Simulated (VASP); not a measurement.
Level of theory: PBE GGA, VASP's PBE PAW potentials (set 64) (plane waves; VASP). Each cell was relaxed at this level, without spin-orbit coupling.

Problem. Which of these comes out without a gap?
A) BaS, Fm-3m (225)
B) Sb, R-3m (166)
C) BN, P6_3/mmc (194)
D) MgI2, P-3m1 (164)

Solution. B, Sb, R-3m (166). The others have gaps of 4.47 eV (BN, P6_3/mmc (194)), 3.61 eV (MgI2, P-3m1 (164)), 2.16 eV (BaS, Fm-3m (225)).
